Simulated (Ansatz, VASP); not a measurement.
# Cross-check of HfSi between VASP and Ansatz

Wanted: the spread between two codes on one cell, functional and k mesh. The cell is generated by rule, not measured, and may not be a known phase. The cell is taken from a series of runs on this material, whose earlier steps may have relaxed, scaled, displaced or heated it; both programs get it as it stands.

Method: plane waves, with VASP 6.6.1 beside it; LDA, in Ansatz 0.2.0.

The structure was built from a prototype and need not be the compound's stable phase.

## 1. The structure

The structure is orthorhombic, space group Pmma (No. 51). The conventional cell has a = 9.118 Å, b = 3.224 Å, c = 4.559 Å, α = 90.00°, β = 90.00°, γ = 90.00°. Nearest to Hf lie 8 Si at 2.79 to 2.80 Å. Nearest to Hf lie 8 Si at 2.76 to 2.82 Å. Nearest to Si lie 8 Hf at 2.79 Å. Si has 8 Hf at 2.76 to 2.82 Å nearest. Farther neighbours are not listed.

## 2. VASP: single point, LDA, pair 1

A single point takes one fixed geometry, so differences don't come from the geometry; what else differs is listed under the comparison.

Lines of VASP's logs that name or quote its potential files are left out, and so is its time.

The input, INCAR:

```
SYSTEM = HfSi
PREC = Accurate
ENCUT = 500
EDIFF = 1E-06
NELM = 120
ISMEAR = 1
SIGMA = 0.15
LREAL = .FALSE.
ALGO = Normal
GGA = PW92
NBANDS = 36
LASPH = .TRUE.
LORBIT = 11
LWAVE = .FALSE.
LCHARG = .FALSE.
ISIF = 2
GGA_COMPAT = .FALSE.
KPAR = 2
```

The input, POSCAR:

```
HfSi
1.0
    3.2236273898      0.0000000000      0.0000000000
    0.0000000000      3.2236273898     -3.2236273898
    0.0000000000      6.4472547797      6.4472547797
Hf Si
4 4
Direct
    0.0000000000      0.5000000000      0.2500000000
    0.0000000000      0.0227134951      0.5000000000
    0.0000000000      0.5000000000      0.7500000000
    0.0000000000      0.9772865049      0.0000000000
    0.5000000000      1.0000000000      0.2500000000
    0.5000000000      0.5307091786      0.5000000000
    0.5000000000      1.0000000000      0.7500000000
    0.5000000000      0.4692908214      0.0000000000
```

The input, KPOINTS:

```
Automatic mesh
0
Gamma
10 8 4
0 0 0
```

Potentials, in the order of the species: Hf_pv and Si (LDA family, release 64).

Launch:

```bash
mpirun -np 2 vasp_std
```

Numbers of over 12 decimals in the logs are rounded to 6 here.

The log of the run:

```text
[banner, memory and clock lines left out]
running    2 mpi-ranks, on    1 nodes
 distrk:  each k-point on    1 cores,    2 groups
 distr:  one band on    1 cores,    1 groups

 POSCAR found type information on POSCAR HfSi
 POSCAR found :  2 types and       8 ions
|                                                                             |
|               ----> ADVICE to this user running VASP <----                  |
|                                                                             |
|     You enforced a specific xc type in the INCAR file but a different       |
|     [... a line on the potential file left out ...]
|     I HOPE YOU KNOW WHAT YOU ARE DOING!                                     |
|                                                                             |

 LDA part: xc-table for (Slater(with rela. corr.)+PW92), standard interpolation
 POSCAR, INCAR and KPOINTS ok, starting setup
 FFT: planning ... GRIDC
 FFT: planning ... GRID_SOFT
 FFT: planning ... GRID
 WAVECAR not read
 entering main loop
       N       E                     dE             d eps       ncg     rms          rms(c)
DAV:   1     0.206327354821E+03    0.20633E+03   -0.28212E+04  6560   0.141E+03
DAV:   2    -0.582202912614E+02   -0.26455E+03   -0.25817E+03  7732   0.326E+02
DAV:   3    -0.716824435965E+02   -0.13462E+02   -0.13015E+02  8300   0.485E+01
DAV:   4    -0.720117340481E+02   -0.32929E+00   -0.32572E+00  7736   0.763E+00
DAV:   5    -0.720176969282E+02   -0.59629E-02   -0.59450E-02  7860   0.967E-01    0.895E+01
DAV:   6    -0.695341029050E+02    0.24836E+01   -0.10118E+01  7124   0.934E+00    0.557E+01
DAV:   7    -0.693335902082E+02    0.20051E+00   -0.14061E+00  7828   0.514E+00    0.393E+00
DAV:   8    -0.693033682170E+02    0.30222E-01   -0.14719E-01  7180   0.145E+00    0.176E+00
DAV:   9    -0.693033817799E+02   -0.13563E-04   -0.21382E-02  8004   0.631E-01    0.123E+00
DAV:  10    -0.693025231706E+02    0.85861E-03   -0.51200E-03  7428   0.220E-01    0.246E-01
DAV:  11    -0.693025239826E+02   -0.81204E-06   -0.17942E-04  7840   0.682E-02    0.552E-02
DAV:  12    -0.693025230458E+02    0.93682E-06   -0.21695E-05  7620   0.180E-02    0.571E-02
DAV:  13    -0.693025222553E+02    0.79055E-06   -0.17408E-06  4736   0.690E-03
   1 F= -.69302522E+02 E0= -.69301451E+02  d E =-.321293E-02
```

Parts of OUTCAR (step 2):

```text
ion  position               nearest neighbor table
   1  0.000  0.500  0.250-   5 2.79   5 2.79   5 2.79   5 2.79   8 2.80   6 2.80   8 2.80   6 2.80
                             2 3.15   4 3.15   4 3.30   2 3.30
   2  0.000  0.023  0.500-   6 2.76   6 2.76   7 2.79   5 2.79   5 2.79   7 2.79   6 2.82   6 2.82
                             3 3.15   1 3.15   1 3.30   3 3.30
   3  0.000  0.500  0.750-   7 2.79   7 2.79   7 2.79   7 2.79   6 2.80   8 2.80   8 2.80   6 2.80
                             2 3.15   4 3.15   4 3.30   2 3.30
   4  0.000  0.977  0.000-   8 2.76   8 2.76   5 2.79   5 2.79   7 2.79   7 2.79   8 2.82   8 2.82
                             1 3.15   3 3.15   1 3.30   3 3.30
   5  0.500  0.000  0.250-   1 2.79   1 2.79   1 2.79   1 2.79   4 2.79   2 2.79   4 2.79   2 2.79
                             8 3.13   6 3.13
   6  0.500  0.531  0.500-   2 2.76   2 2.76   3 2.80   1 2.80   1 2.80   3 2.80   2 2.82   2 2.82
                             7 3.13   5 3.13
   7  0.500  0.000  0.750-   3 2.79   3 2.79   3 2.79   3 2.79   2 2.79   4 2.79   4 2.79   2 2.79
                             8 3.13   6 3.13
   8  0.500  0.469  0.000-   4 2.76   4 2.76   1 2.80   1 2.80   3 2.80   3 2.80   4 2.82   4 2.82
                             5 3.13   7 3.13

  LATTYP: Found a simple orthorhombic cell.
 ALAT       =     3.2236273898
 B/A-ratio  =     1.4142135624
 C/A-ratio  =     2.8284271248

 Subroutine GETGRP returns: Found  8 space group operations
 (whereof  4 operations were pure point group operations)

The static configuration has the point symmetry C_2v.
 The point group associated with its full space group is D_2h.

 Found     90 irreducible k-points:

   k-points           NKPTS =     90   k-points in BZ     NKDIM =     90   number of bands    NBANDS=     36

   dimension x,y,z NGX =    24 NGY =   36 NGZ =   70
   dimension x,y,z NGXF=    48 NGYF=   72 NGZF=  140

   ENCUT  =  500.0 eV  36.75 Ry    6.06 a.u.   5.88  8.31 16.62*2*pi/ulx,y,z

   NELECT =      56.0000    total number of electrons

 k-points in reciprocal lattice and weights: Automatic mesh
   0.00000000  0.00000000  0.00000000       0.003
   0.10000000  0.00000000  0.00000000       0.006
   0.20000000  0.00000000  0.00000000       0.006
   0.30000000  0.00000000  0.00000000       0.006
   0.40000000  0.00000000  0.00000000       0.006
   0.50000000  0.00000000  0.00000000       0.003
   0.00000000  0.12500000  0.00000000       0.006
   0.10000000  0.12500000  0.00000000       0.013
   0.20000000  0.12500000  0.00000000       0.013
[...]
0.40000000  0.50000000  0.50000000       0.006
   0.50000000  0.50000000  0.50000000       0.003

 average (electrostatic) potential at core
       1 -34.6150       2 -34.6179       3 -34.6150       4 -34.6179       5 -83.1584
       6 -83.1483       7 -83.1584       8 -83.1483

 E-fermi :   7.5553

 k-point     1 :       0.0000    0.0000    0.0000
  band No.  band energies     occupation
    ...
     21       4.9800      2.00000
     22       5.1390      2.00000
     23       5.3528      2.00000
     24       5.5537      2.00000
     25       5.5580      2.00000
     26       7.6090      0.43536
     27       7.6157      0.37645
     28       8.0934     -0.00000
     29       8.1002     -0.00000
     30       8.9269     -0.00000
    ...

 k-point     2 :       0.1000    0.0000    0.0000
  band No.  band energies     occupation
    ...
     23       5.3807      2.00000
     24       5.6555      2.00000
     25       5.6801      2.00000
     26       7.2159      2.00624
     27       7.2196      2.00688
     28       7.9108     -0.00406
     29       7.9166     -0.00345
     30       9.0266     -0.00000
     31       9.1660     -0.00000
     32       9.1965     -0.00000
    ...

 k-point     3 :       0.2000    0.0000    0.0000
  band No.  band energies     occupation
    ...
     23       4.8173      2.00000
     24       5.9262      2.00000
     25       6.0067      2.00000
     26       6.0306      2.00000
     27       6.6558      2.00000
     28       8.0419     -0.00004
     29       8.2405     -0.00000
     30       8.2698     -0.00000
     31       8.3323     -0.00000
     32       8.4431     -0.00000
    ...

  Total        0.8863055     -0.5900182     -0.5900182      0.0000000      0.0829656      0.0000000
  in kB       10.5974044     -7.0547481     -7.0547481      0.0000000      0.9920054      0.0000000
  external PRESSURE =      -1.1706973 kB  Pullay stress =       0.0000000 kB

  energy-cutoff  :      500.00
  volume of cell :      134.00
      direct lattice vectors                 reciprocal lattice vectors
     3.223627390  0.000000000  0.000000000     0.310209549  0.000000000  0.000000000
     0.000000000  3.223627390 -3.223627390     0.000000000  0.155104775 -0.155104775
     0.000000000  6.447254780  6.447254780     0.000000000  0.077552387  0.077552387

 POSITION                                       TOTAL-FORCE (eV/Angst)
 -----------------------------------------------------------------------------------
      0.00000      3.22363      0.00000        -0.000000      0.000000     -0.000000
      0.00000      3.29685      3.15041        -0.000000      0.455473     -0.455473
      0.00000      6.44725      3.22363        -0.000000      0.000000     -0.000000
      0.00000      3.15041     -3.15041        -0.000000     -0.455473      0.455473
      1.61181      1.61181      1.61181         0.000000      0.000000     -0.000000
      1.61181      4.93444      1.51282        -0.000000      0.075357     -0.075357
      1.61181      4.83544      4.83544         0.000000      0.000000     -0.000000
      1.61181      1.51282     -1.51282        -0.000000     -0.075357      0.075357
 -----------------------------------------------------------------------------------
    total drift:                               -0.000000      0.000000     -0.000000

  FREE ENERGIE OF THE ION-ELECTRON SYSTEM (eV)
  ---------------------------------------------------
  free  energy   TOTEN  =       -69.3025222553 eV

  energy  without entropy=      -69.2993093224  energy(sigma->0) =      -69.30145128

 total charge
# of ion       s       p       d       tot
------------------------------------------
    1        0.351   6.407   1.781   8.539
    2        0.350   6.411   1.781   8.542
    3        0.351   6.407   1.781   8.539
    4        0.350   6.411   1.781   8.542
    5        0.797   0.887   0.000   1.684
    6        0.795   0.890   0.000   1.685
    7        0.797   0.887   0.000   1.684
    8        0.795   0.890   0.000   1.685
--------------------------------------------------
tot          4.588  29.189   7.123  40.900

[... 3 further parts left out ...]
```

Harder data sets than Hf_pv exist (the GW ones), and pressures, volumes and forces can shift noticeably with them.

## 3. Ansatz: single point, LDA, pair 1

Ansatz runs on its default PAW (the set named soft_2) files.

The same cell, functional (in two slightly different forms), mesh and smearing now go to Ansatz, which takes its cutoff from its data sets.

The input, input.yaml:

```yaml
crystal:
  lattice:
    - [3.2236273898, 0.0, 0.0]
    - [0.0, 3.2236273898, -3.2236273898]
    - [0.0, 6.4472547797, 6.4472547797]
  atoms:
    - { symbol: Hf, position: [0.0, 0.5, 0.25] }
    - { symbol: Hf, position: [0.0, 0.0227134951, 0.5] }
    - { symbol: Hf, position: [0.0, 0.5, 0.75] }
    - { symbol: Hf, position: [0.0, -0.0227134951, 0.0] }
    - { symbol: Si, position: [0.5, 0.0, 0.25] }
    - { symbol: Si, position: [0.5, 0.5307091786, 0.5] }
    - { symbol: Si, position: [0.5, 0.0, 0.75] }
    - { symbol: Si, position: [0.5, 0.4692908214, 0.0] }
kpoints:
  mp_grid: { grid: [10, 8, 4] }
hamiltonian:
  xc: lda
scf:
  occupations: { method: methfessel_paxton, width: 0.15 }
output:
  forces: true
  stress: true
  eigenvalues: true
```

Launch:

```bash
ansatz run input.yaml --threads 4 --pin off --max-ram 7168MiB --backend cpu --events-out ev --progress --plain --runs-dir out
```

The log of the run:

```text
Engine: ansatz 0.2.0, aarch64-unknown-linux-gnu
Pseudopotentials: kind: paw
Pseudopotential: Hf, paw, valence charge 26, recommended cutoff 420 eV (normal), Hf.paw.azcp
Pseudopotential: Si, paw, valence charge 4, recommended cutoff 420 eV (normal), Si.paw.azcp
Functional definition: SPW92
  exchange = slater_x
  correlation = pw_c
Crystal: 8 atoms, lattice volume = 133.997 Å³
Basis set: ecut = 420 eV, 2667 PW (Γ)
Bands: 72, of which v1, the nominal top of the filled ones, is band 60 counted from 1 (59 counted from 0)
Symmetry: 8 space group operations
Space group: Pmma (ITA 51), of the structure as read, at distance tolerance 5.1e-5 Å
k-points: 90 of 320
Non-local potential: Hf, projectors of the file, l = 0: 3, l = 1: 2, l = 2: 2, l = 3: 3
Non-local potential: Si, projectors of the file, l = 0: 2, l = 1: 2, l = 2: 2
PAW form: soft (Blöchl's): semilocal exchange-correlation on the pseudo side does not see the compensation charge
PAW frozen core: Hf, regenerated for the run's functional, and the local potential with it (the file was generated under x = pbe(κ = 0.804, μ = 0.219515), c = pbe(β = 0.066725))
PAW frozen core: Si, regenerated for the run's functional, and the local potential with it (the file was generated under x = pbe(κ = 0.804, μ = 0.219515), c = pbe(β = 0.066725))
PAW one-centre angular grid: Hf, 590 points (default); XC on 64 Gauss nodes
PAW one-centre angular grid: Si, 110 points (default); XC on 64 Gauss nodes
Initial density: superposition of atomic densities (neutral atoms: chi_scale 0, normalization atom), corrected by the library's trained network
Initial wavefunctions: pseudopotential atomic-orbital guess
Functional: x = slater, c = lda
SCF iter   1: F=—  HF=-64344.722998 eV  |F-HF|=—  |Δ(HF+E_count)|=         —  Δρ=7.71e-3  dr2=9.12e-2  ethr=1.77e-3  ⟨swp⟩=6.2  Hψ=22102  notcnv=0
preconditioner: auto → Kerker (q_TF=auto, 2.679 Å⁻¹)  [metal: Δε(μ)=0.007 eV  Ē_g=15.764 eV  σ=0.150 eV  W_gap=0.04  n_scr=42 (ndim 8)  ℏωp=33.9 eV  f_vac=0.000  D(μ)=9.06/eV (n_scr^D=100)]
SCF iter   2: F=—  HF=-64344.707529 eV  |F-HF|=—  |Δ(HF+E_count)|=   1.55e-2  S|Δr|=    0.00e0  Δρ=4.41e-3  dr2=2.63e-2  ethr=7.60e-5  ⟨swp⟩=2.3  Hψ=10538  notcnv=0
SCF iter   3: F=—  HF=-64344.704705 eV  |F-HF|=—  |Δ(HF+E_count)|=   2.82e-3  S|Δr|=    0.00e0  Δρ=1.41e-3  dr2=3.15e-3  ethr=2.20e-5  ⟨swp⟩=2.0  Hψ=10194  notcnv=0
SCF iter   4: F=—  HF=-64344.701125 eV  |F-HF|=—  |Δ(HF+E_count)|=   3.58e-3  S|Δr|=    0.00e0  Δρ=5.05e-4  dr2=2.79e-4  ethr=2.62e-6  ⟨swp⟩=2.0  Hψ=11653  notcnv=0
SCF iter   5: F=—  HF=-64344.701082 eV  |F-HF|=—  |Δ(HF+E_count)|=   4.27e-5  S|Δr|=    0.00e0  Δρ=7.84e-5  dr2=5.19e-6  ethr=2.32e-7  ⟨swp⟩=2.0  Hψ=11643  notcnv=0
SCF iter   6: F=—  HF=-64344.701072 eV  |F-HF|=—  |Δ(HF+E_count)|=   1.06e-5  S|Δr|=    0.00e0  Δρ=1.57e-5  dr2=2.96e-7  ethr=4.32e-9  ⟨swp⟩=2.0  Hψ=11512  notcnv=0
SCF iter   7: F=—  HF=-64344.701072 eV  |F-HF|=—  |Δ(HF+E_count)|=   1.32e-7  S|Δr|=    0.00e0  Δρ=6.23e-6  dr2=5.54e-8  ethr=8.33e-11  ⟨swp⟩=10.3  Hψ=29570  notcnv=0
SCF iter   8: F=—  HF=-64344.701072 eV  |F-HF|=—  |Δ(HF+E_count)|=   1.39e-8  S|Δr|=    0.00e0  Δρ=5.27e-6  dr2=6.21e-8  ethr=4.62e-11  ⟨swp⟩=5.1  Hψ=24728  notcnv=0
SCF iter   9: F=-64344.701072 eV  HF=-64344.701072 eV  |F-HF|=3.20e-10  |Δ(HF+E_count)|=   6.35e-8  S|Δr|=    0.00e0  Δρ=1.28e-6  dr2=1.54e-9  ethr=4.62e-11  ⟨swp⟩=4.8  Hψ=22735  notcnv=0
SCF 1 converged in 9 iterations: F = -64344.701072 eV  dr2 = 1.54e-9
  greatest PAW one-centre occupation: 0.998 electrons in one spin orbital (limit 2), on the Hf atom at site 2 (counted from 0), in its partial waves of l = 3
SCF converged after 9 iterations
Stability not checked: this state was not tested for a lower state beside it, because cold or Methfessel-Paxton smearing, or corrected tetrahedra, fill the levels in a way that the test cannot read (fill_not_monotonic; see scf.lower_state_search)
Free energy (F): -64344.701072 eV
Harris-Foulkes:  -64344.701072 eV  (|F-HF|=3.20e-10)
Internal energy: -64344.698032 eV  (E = F + TS)
E sigma→0 (E₀):  -64344.700312 eV
Entropy (-TS):   -0.003040 eV (-0.380 meV/atom)
Fermi energy:    17.589013 eV
--- Per-component energies (eV) ---
  E_band       = 113.157612
  E_kinetic    = 1879.559981
  E_local      = -23239.875231  (includes V_loc(G=0)·N_el)
  E_nonlocal   = -4822.903510
  E_hartree    = 10959.486379
  E_xc         = -1419.033170
  E_vxc        = -1267.386825  (∫ρ·V_xc dr)
  E_paw        = -28687.818589  (= ΣΔE_a)
  E_vpaw       = 5644.791215  (= ΣTr[D̂ρ^β])
  E_aug_tail   = 0.000018  (compensation charges beyond the density's cutoff)
  E_ewald      = -19024.280204
  E_core_change = 10.166293  (= ΣΔE_core)
  E_smearing   = -0.003040  (= −TS)
  E_closure    = -0.000000  (closes the sum)
  Σ components = -64344.701072   (vs F -64344.701072, Δ=0.00e0)
--- Forces (eV/Å), atoms counted from 1 ---
  atom   1  Hf     0.00000000     0.00000000     0.00000000
  atom   2  Hf     0.00000000     0.44903553    -0.44903553
  atom   3  Hf     0.00000000     0.00000000     0.00000000
  atom   4  Hf     0.00000000    -0.44903553     0.44903553
  atom   5  Si     0.00000000     0.00000000     0.00000000
  atom   6  Si     0.00000000     0.07698966    -0.07698966
  atom   7  Si     0.00000000     0.00000000    -0.00000000
  atom   8  Si     0.00000000    -0.07698966     0.07698966
  max |Σ_I F_I| component: 5.55e-17 eV/Å
--- Stress (GPa, compression-positive) ---
        0.869153       0.000000      -0.000000
        0.000000      -0.886030       0.093517
       -0.000000       0.093517      -0.886030
  P = ⅓ Tr σ = -0.3010 GPa (-3.010 kbar)
--- Band table (eV; the first three rows and the last of 90) ---
  k-point 0: bands = [... 56 lower, 15.5931, 17.6431, 17.6495, 18.1317, 18.1384, 18.9572, 18.9590, 19.6369, ... 8 higher]
  k-point 1: bands = [... 56 lower, 16.1581, 17.5553, 17.5674, 18.1726, 18.3223, 18.7593, 18.9522, 19.0371, ... 8 higher]
  k-point 2: bands = [... 56 lower, 17.0256, 17.0256, 17.9492, 17.9492, 18.4115, 18.4115, 18.7215, 18.7215, ... 8 higher]
  k-point 89: bands = [... 56 lower, 16.6643, 16.6643, 16.6874, 16.6874, 18.4727, 18.4727, 18.7518, 18.7518, ... 8 higher]
```

The column dr2 measures how far the density is from self-consistency, as an energy; F and HF (Harris–Foulkes) agree once it is small.

The run ends at a pressure of -0.30 GPa, with forces up to 0.64 eV/Å.

## 4. Differences

Known differences besides the potentials themselves: the data sets hold 120 valence electrons in Ansatz (on its default PAW (the set named soft_2) files) and 56 in VASP; the cutoff is 420 eV in Ansatz and 500 eV in VASP; VASP's log shows a relativistic correction to its local exchange, Ansatz's none. Total energies have different zeros and are not compared.

Compared:

```tsv
quantity	Ansatz	VASP	difference
pressure (GPa)	-0.30	-0.12	-0.18
```

Forces (eV/Å; atoms numbered as in POSCAR):

```tsv
atom	Ansatz x, y, z	VASP x, y, z
Hf1	0.000, 0.000, 0.000	0.000, 0.000, 0.000
Hf2	0.000, 0.449, -0.449	0.000, 0.455, -0.455
Hf3	0.000, 0.000, 0.000	0.000, 0.000, 0.000
Hf4	0.000, -0.449, 0.449	0.000, -0.455, 0.455
Si5	0.000, 0.000, 0.000	0.000, 0.000, 0.000
Si6	0.000, 0.077, -0.077	0.000, 0.075, -0.075
Si7	0.000, 0.000, 0.000	0.000, 0.000, 0.000
Si8	0.000, -0.077, 0.077	0.000, -0.075, 0.075
```

The forces differ by 2.7 meV/Å r.m.s., which is 1.4 % of the r.m.s. force of 0.188 eV/Å (both taken over all components).

(Part 1 of 2 ends here.)

[Lines on the potential files, build, host, timing and source positions are cut from VASP's logs without a mark.]

[Logs are printed without paths, hosts, clocks, repeated set-up lines and the standing remarks that a program may print on its own settings, such as how far it seeks lower states.]

[Hosts, paths, dates, database ids (printed as entryN), source tags and the programs' standing remarks are cut or masked in the printed files.]
